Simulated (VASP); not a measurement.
All values below come from vdW-DF2, VASP's PBE PAW potentials (set 64) (plane waves; VASP).

A VASP calculation is set up with these files.

### INCAR
```
SYSTEM = NiSb
PREC = Accurate
ENCUT = 520
EDIFF = 1E-7
NELM = 100
ALGO = Normal
LREAL = .FALSE.
LASPH = .TRUE.
ISMEAR = -5
GGA = ML
ZAB_VDW = -1.8867
LUSE_VDW = .TRUE.
AGGAC = 0.0
LMAXMIX = 4
LWAVE = .FALSE.
LCHARG = .TRUE.
LORBIT = 11
NEDOS = 601
ISIF = 2
LEFG = .TRUE.
```

File POSCAR:
```
NiSb
1
    2.0547320671    -3.5589005212     0.0000000000
    2.0547320671     3.5589005212     0.0000000000
    0.0000000000     0.0000000000     5.4105541749
Ni Sb
2 2
Direct
  0.0000000000   0.0000000000   0.5000000000
  0.0000000000   0.0000000000   0.0000000000
  0.3333330000   0.6666670000   0.2500000000
  0.6666670000   0.3333330000   0.7500000000
```

KPOINTS:
```
Automatic mesh
0
Gamma
10 10 7
0 0 0
```

POTCAR, in this order: Ni Sb (PBE.64 set). Program: vasp_std.

What VASP printed:

**OSZICAR**
```
       N       E                     dE             d eps       ncg     rms          rms(c)
DAV:   1     0.179977959647E+03    0.17998E+03   -0.12553E+04  2128   0.158E+03
DAV:   2     0.574413669764E+00   -0.17940E+03   -0.17473E+03  2155   0.315E+02
DAV:   3    -0.884338871507E+01   -0.94178E+01   -0.90496E+01  2507   0.880E+01
DAV:   4    -0.911247175749E+01   -0.26908E+00   -0.26704E+00  2347   0.140E+01
DAV:   5    -0.912161860604E+01   -0.91468E-02   -0.91030E-02  2658   0.271E+00    0.104E+01
DAV:   6    -0.115472474921E+02   -0.24256E+01   -0.24331E+01  2311   0.883E+01    0.152E+01
DAV:   7    -0.826469718422E+01    0.32826E+01   -0.97170E+00  2334   0.633E+01    0.283E+00
DAV:   8    -0.831653861080E+01   -0.51841E-01   -0.11652E+00  2918   0.937E+00    0.241E+00
DAV:   9    -0.827119659607E+01    0.45342E-01   -0.19625E-01  2431   0.761E+00    0.586E-01
DAV:  10    -0.827146759348E+01   -0.27100E-03   -0.71602E-03  2290   0.713E-01    0.448E-01
DAV:  11    -0.827131205927E+01    0.15553E-03   -0.19400E-03  2686   0.390E-01    0.110E-01
DAV:  12    -0.827131372701E+01   -0.16677E-05   -0.66505E-04  3249   0.381E-01    0.529E-02
DAV:  13    -0.827130239817E+01    0.11329E-04   -0.41711E-05  2271   0.596E-02    0.894E-03
DAV:  14    -0.827130056732E+01    0.18309E-05   -0.27717E-06  2363   0.204E-02    0.600E-03
DAV:  15    -0.827129667653E+01    0.38908E-05   -0.80039E-07  2363   0.143E-02    0.975E-04
DAV:  16    -0.827129666431E+01    0.12222E-07   -0.74740E-08  1262   0.220E-03
   1 F= -.82712967E+01 E0= -.82712967E+01  d E =0.000000E+00
```

OUTCAR:
```
------------------------ aborting loop because EDIFF is reached ----------------------------------------
  FORCE on cell =-STRESS in cart. coord.  units (eV):
  Direction    XX          YY          ZZ          XY          YZ          ZX
  --------------------------------------------------------------------------------------
  Total       -0.0841864     -0.0841864     -0.1178125      0.0000000      0.0000000      0.0000000
  in kB       -1.7045503     -1.7045505     -2.3853894      0.0000000      0.0000000      0.0000000
  external PRESSURE =      -1.9314968 kB  Pullay stress =       0.0000000 kB
  volume of cell :       79.13
      direct lattice vectors                 reciprocal lattice vectors
     2.054732067 -3.558900521  0.000000000     0.243340729 -0.140492828  0.000000000
     2.054732067  3.558900521  0.000000000     0.243340729  0.140492828  0.000000000
     0.000000000  0.000000000  5.410554175     0.000000000  0.000000000  0.184823951
 POSITION                                       TOTAL-FORCE (eV/Angst)
 -----------------------------------------------------------------------------------
      0.00000      0.00000      2.70528         0.000000     -0.000000     -0.000000
      0.00000      0.00000      0.00000         0.000000     -0.000000     -0.000000
      2.05473      1.18630      1.35264         0.000000      0.000000      0.000000
      2.05473     -1.18630      4.05792        -0.000000     -0.000000     -0.000000
 -----------------------------------------------------------------------------------
    total drift:                                0.000000     -0.000000      0.000000
  FREE ENERGIE OF THE ION-ELECTRON SYSTEM (eV)
  ---------------------------------------------------
  free  energy   TOTEN  =        -8.2712966643 eV

  energy  without entropy=       -8.2712966643  energy(sigma->0) =       -8.27129666

 total charge

# of ion       s       p       d       tot
------------------------------------------
    1        0.413   0.358   8.469   9.240
    2        0.413   0.358   8.469   9.240
    3        1.204   1.182   0.050   2.436
    4        1.204   1.182   0.050   2.436
--------------------------------------------------
tot          3.234   3.082  17.037  23.353

 Electric field gradients after diagonalization (V/A^2)
 (convention: |V_zz| > |V_xx| > |V_yy|)
----------------------------------------------------------------------
 ion       V_xx      V_yy      V_zz     asymmetry (V_yy - V_xx)/ V_zz
----------------------------------------------------------------------
   1       7.729     7.722   -15.450       0.000
   2       7.729     7.722   -15.450       0.000
   3     -29.422   -29.422    58.844       0.000
   4     -29.422   -29.422    58.844       0.000
```
(Selected blocks of OUTCAR.)

For a metal the tetrahedron method with Blöchl corrections gives inexact stress and forces.

The compound is NiSb in the NiAs type structure. It was relaxed first, which changed the volume by +15 %. The run is not spin-polarised, so no magnetic state was tried.
